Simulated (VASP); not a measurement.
# La2P6Ru (Fm-3m) in VASP: a series of runs, part 2 of 2

VASP 6.6.1.

**3. Single point, PBE (species swapped into the Rb2WCl6 type (Fm-3m, No. 225))**

INCAR reads:

```
PREC = Accurate ; ENCUT = 520
EDIFF = 1E-6 ; ISMEAR = 0
SIGMA = 0.1 ; LREAL = False
LASPH = True ; NELM = 100
ALGO = Normal ; ISIF = 2
LWAVE = False ; LCHARG = False
GGA = PE ; NBANDS = 43
```

KPOINTS reads:

```
Automatic mesh
0
Gamma
  4 4 4
```

POSCAR reads:

```
La2P6Ru
1.0
    0.0000000000      4.4421914100      4.4421914100
    4.4421914100      0.0000000000      4.4421914100
    4.4421914100      4.4421914100      0.0000000000
La P Ru
2 6 1
Direct
    0.2500000000      0.2500000000      0.2500000000
    0.7500000000      0.7500000000      0.7500000000
    0.2369999900      0.7630000100      0.7630000100
    0.7630000100      0.2369999900      0.7630000100
    0.7630000100      0.2369999900      0.2369999900
    0.2369999900      0.7630000100      0.2369999900
    0.7630000100      0.7630000100      0.2369999900
    0.2369999900      0.2369999900      0.7630000100
    0.0000000000      0.0000000000      0.0000000000
```

Potentials or basis: VASP PAW PBE potentials, release 64 (La, P, Ru_pv).

The run is started by

```sh
$ cat potpaw_PBE.64/La/POTCAR potpaw_PBE.64/P/POTCAR potpaw_PBE.64/Ru_pv/POTCAR > POTCAR
$ mpirun -np 1 vasp_std > vasp.out
```

OUTCAR:

```text
PREC = Accurate
   ENCUT = 520
   EDIFF = 1E-6
   ISMEAR = 0
   LREAL = False
   LASPH = True
   NELM = 100
   ISIF = 2
   GGA = PE

 ion  position               nearest neighbor table
   1  0.250  0.250  0.250-   4 3.14   5 3.14   7 3.14   3 3.14   6 3.14   7 3.14   3 3.14   4 3.14
                             8 3.14   5 3.14   6 3.14   8 3.14
   2  0.750  0.750  0.750-   3 3.14   4 3.14   7 3.14   5 3.14   6 3.14   7 3.14   4 3.14   5 3.14
                             8 3.14   3 3.14   6 3.14   8 3.14
   3  0.237  0.763  0.763-   9 2.11   2 3.14   2 3.14   1 3.14   1 3.14
   4  0.763  0.237  0.763-   9 2.11   2 3.14   2 3.14   1 3.14   1 3.14
   5  0.763  0.237  0.237-   9 2.11   2 3.14   1 3.14   2 3.14   1 3.14
   6  0.237  0.763  0.237-   9 2.11   2 3.14   1 3.14   2 3.14   1 3.14
   7  0.763  0.763  0.237-   9 2.11   2 3.14   2 3.14   1 3.14   1 3.14
   8  0.237  0.237  0.763-   9 2.11   2 3.14   1 3.14   2 3.14   1 3.14
   9  0.000  0.000  0.000-   3 2.11   4 2.11   5 2.11   6 2.11   7 2.11   8 2.11

  LATTYP: Found a face centered cubic cell.
 ALAT       =     8.8843828200

  Lattice vectors:

 A1 = (   0.0000000000,   4.4421914100,   4.4421914100)
 A2 = (   4.4421914100,   0.0000000000,   4.4421914100)
 A3 = (   4.4421914100,   4.4421914100,   0.0000000000)

Analysis of symmetry for initial positions (statically):
=====================================================================
 Subroutine PRICEL returns:
 Original cell was already a primitive cell.

 Routine SETGRP: Setting up the symmetry group for a
 face centered cubic supercell.

 Subroutine GETGRP returns: Found 48 space group operations
 (whereof 48 operations were pure point group operations)
 out of a pool of 48 trial point group operations.

The static configuration has the point symmetry O_h .

Analysis of symmetry for dynamics (positions and initial velocities):
=====================================================================
 Subroutine PRICEL returns:
 Original cell was already a primitive cell.

 Routine SETGRP: Setting up the symmetry group for a
 face centered cubic supercell.

 Subroutine GETGRP returns: Found 48 space group operations
 (whereof 48 operations were pure point group operations)
 out of a pool of 48 trial point group operations.

The dynamic configuration has the point symmetry O_h .

 Subroutine INISYM returns: Found 48 space group operations
 (whereof 48 operations are pure point group operations),
 and found     1 'primitive' translations

----------------------------------------------------------------------------------------

                                     Primitive cell

  volume of cell :     175.3161

  direct lattice vectors                    reciprocal lattice vectors
     0.000000000  4.442191410  4.442191410    -0.112557059  0.112557059  0.112557059
     4.442191410  0.000000000  4.442191410     0.112557059 -0.112557059  0.112557059
     4.442191410  4.442191410  0.000000000     0.112557059  0.112557059 -0.112557059

  length of vectors
     6.282207339  6.282207339  6.282207339     0.194954545  0.194954545  0.194954545

  position of ions in fractional coordinates (direct lattice)
     0.250000000  0.250000000  0.250000000
     0.750000000  0.750000000  0.750000000
     0.236999990  0.763000010  0.763000010
[... 54 lines left out ...]
 -0.250000  0.500000  0.250000      6.000000
   k-points           NKPTS =      8   k-points in BZ     NKDIM =      8   number of bands    NBANDS=     43
   number of dos      NEDOS =    301   number of ions     NIONS =      9
   total plane-waves  NPLWV = 110592
   dimension x,y,z NGX =    48 NGY =   48 NGZ =   48
   dimension x,y,z NGXF=    96 NGYF=   96 NGZF=   96
   ions per type =               2   6   1
   NGX,Y,Z   is equivalent  to a cutoff of  12.70, 12.70, 12.70 a.u.
   NGXF,Y,Z  is equivalent  to a cutoff of  25.40, 25.40, 25.40 a.u.
 SYSTEM =  unknown system
   PREC   = accura    normal or accurate (medium, high low for compatibility)
   ISTART =      0    job   : 0-new  1-cont  2-samecut
   ICHARG =      2    charge: 1-file 2-atom 10-const
   ISPIN  =      1    spin polarized calculation?
   LNONCOLLINEAR =      F non collinear calculations
   LSORBIT =      F    spin-orbit coupling
   LASPH  =      T    aspherical Exc in radial PAW
   ENCUT  =  520.0 eV  38.22 Ry    6.18 a.u.  11.68 11.68 11.68*2*pi/ulx,y,z
   NELM   =    100;   NELMIN=  2; NELMDL= -5     # of ELM steps
   EDIFF  = 0.1E-05   stopping-criterion for ELM
   LREAL  =      F    real-space projection
   EDIFFG = 0.1E-04   stopping-criterion for IOM
   NSW    =      0    number of steps for IOM
   IBRION =     -1    ionic relax: 0-MD 1-quasi-New 2-CG
   NFREE  =      0    steps in history (QN), initial steepest desc. (CG)
   ISIF   =      2    stress and relaxation
   ISYM   =      2    0-nonsym 1-usesym 2-fastsym
   POTIM  = 0.5000    time-step for ionic-motion
   TEBEG  =    0.0;   TEEND  =   0.0 temperature during run
   PSTRESS=    0.0 pullay stress
   NELECT =      66.0000    total number of electrons
   NUPDOWN=      -1.0000    fix difference up-down
   EMIN   =  10.00;   EMAX   =-10.00  energy-range for DOS
   EFERMI =   0.00;   METHOD = LEGACY
   ISMEAR =     0;   SIGMA  =   0.10  broadening in eV -4-tet -1-fermi 0-gaus
   EFERMI_NEDOS =   21; number of points for ismear=-14 and -15
   IALGO  =     38    algorithm
   IMIX   =      4    mixing-type and parameters
     AMIX     =   0.40;   BMIX     =  1.00
     AMIX_MAG =   1.60;   BMIX_MAG =  1.00
  volume/ion in A,a.u.               =      19.48       131.45
  Fermi-wavevector in a.u.,A,eV,Ry     =   1.182085  2.233818 19.011775  1.397326
  Thomas-Fermi vector in A             =   2.318346
   LORBIT       =      0    0 simple, 1 ext, 2 COOP (PROOUT), +10 PAW based schemes
   GGA     = PE    functional components
   LHFCALC =     F    Hartree Fock is set to
   AEXX    =    0.0000 exact exchange contribution
   IVDW    =     0    specifies the selected vdW correction
   LEPSILON=     F    determine dielectric tensor
   LRPA    =     F    only Hartree local field effects (RPA)
 non-spin polarized calculation
 Gauss-broadening in eV      SIGMA  =   0.10
  energy-cutoff  :      520.00
  volume of cell :      175.32
 maximum number of plane-waves:      4766
 NGX is ok and might be reduce to    48
   NGX = 23   NGY = 23   NGZ = 23

 number of electron      65.9999997 magnetization

 Free energy of the ion-electron system (eV)
  ---------------------------------------------------
  ext. energy  EPLUGINS =         0.00000000
  ---------------------------------------------------
  free energy    TOTEN  =       -51.20224196 eV

  energy without entropy =      -51.15789242  energy(sigma->0) =      -51.18006719

 E-fermi :   8.6288     XC(G=0): -10.7455

 val. band max:        8.6271384800   @ k =   0.5000   0.2500   0.0000
 cond. band min:       8.7291127191   @ k =  -0.2500   0.2500   0.0000
 fundamental gap:      0.1019742391
 Fermi energy:         8.6288110006

 k-point     1 :       0.0000    0.0000    0.0000
  band No.  band energies     occupation
      1     -35.0267      2.00000
      2     -35.0267      2.00000
      3     -35.0267      2.00000
      4     -23.6500      2.00000
      5     -23.6170      2.00000
      6      -7.6345      2.00000
[... 357 lines left out ...]
     42      11.1897      0.00000
     43      11.2092      0.00000

------------------------ aborting loop because EDIFF is reached ----------------------------------------

  FORCE on cell =-STRESS in cart. coord.  units (eV):
  Direction    XX          YY          ZZ          XY          YZ          ZX
  --------------------------------------------------------------------------------------
  -------------------------------------------------------------------------------------
  Total       18.4737436     18.4737436     18.4737436     -0.0000000      0.0000000      0.0000000
  in kB      168.8276963    168.8276963    168.8276963     -0.0000000      0.0000000      0.0000000
  external PRESSURE =     168.8276963 kB  Pullay stress =       0.0000000 kB

 VOLUME and BASIS-vectors are now :
 -----------------------------------------------------------------------------
  energy-cutoff  :      520.00
  volume of cell :      175.32
      direct lattice vectors                 reciprocal lattice vectors
     0.000000000  4.442191410  4.442191410    -0.112557059  0.112557059  0.112557059
     4.442191410  0.000000000  4.442191410     0.112557059 -0.112557059  0.112557059
     4.442191410  4.442191410  0.000000000     0.112557059  0.112557059 -0.112557059

 POSITION                                       TOTAL-FORCE (eV/Angst)
 -----------------------------------------------------------------------------------
      2.22110      2.22110      2.22110         0.000000      0.000000     -0.000000
      6.66329      6.66329      6.66329         0.000000      0.000000     -0.000000
      6.77878      4.44219      4.44219        -5.734593      0.000000     -0.000000
      4.44219      6.77878      4.44219         0.000000     -5.734593     -0.000000
      2.10560      4.44219      4.44219         5.734593      0.000000     -0.000000
      4.44219      2.10560      4.44219         0.000000      5.734593     -0.000000
      4.44219      4.44219      6.77878         0.000000      0.000000     -5.734593
      4.44219      4.44219      2.10560         0.000000      0.000000      5.734593
      0.00000      0.00000      0.00000         0.000000      0.000000     -0.000000
 -----------------------------------------------------------------------------------
    total drift:                               -0.000000     -0.000000     -0.000000

  FREE ENERGIE OF THE ION-ELECTRON SYSTEM (eV)
  ---------------------------------------------------
  free  energy   TOTEN  =       -51.2022419570 eV

  energy  without entropy=      -51.1578924200  energy(sigma->0) =      -51.18006719
```

Wall time 65 s (1 thread of Intel Xeon Platinum 8488C (Sapphire Rapids), shared host); peak memory 0.35 GiB.

Results:

```yaml
Free_energy: -51.2022 eV
Pressure: 16.9 GPa
Largest_force: 5.735 eV/Å
Band_gap_on_the_k_mesh: none (metal or under the smearing width)
```

Forces on the atoms (eV/Å):
```
La   0.000  0.000  0.000
La   0.000  0.000  0.000
P   -5.735  0.000  0.000
P    0.000 -5.735  0.000
P    5.735  0.000  0.000
P    0.000  5.735  0.000
P    0.000  0.000 -5.735
P    0.000  0.000  5.735
Ru   0.000  0.000  0.000
```

Levels at points of the mesh, in eV from the Fermi level:
```
           k point  band 29  band 30  band 31  band 32  band 33  band 34  band 35  band 36
(0.00, 0.00, 0.00)    -0.92    -0.89    -0.89    -0.89     1.42     1.42     1.42     1.51
(0.50, 0.00, 0.00)    -1.75    -0.82    -0.82    -0.32    -0.25     0.30     0.30     0.45
(0.50, 0.50, 0.00)    -1.54    -1.53    -1.53    -1.33    -1.33     0.68     0.68     0.77
```

Caveat: so large a pressure means that the cell lies far from this level's equilibrium, or that cutoff or potentials fall short; forces of over 1 eV/Å show positions far from the minimum, so gaps and moduli don't describe the material at rest.
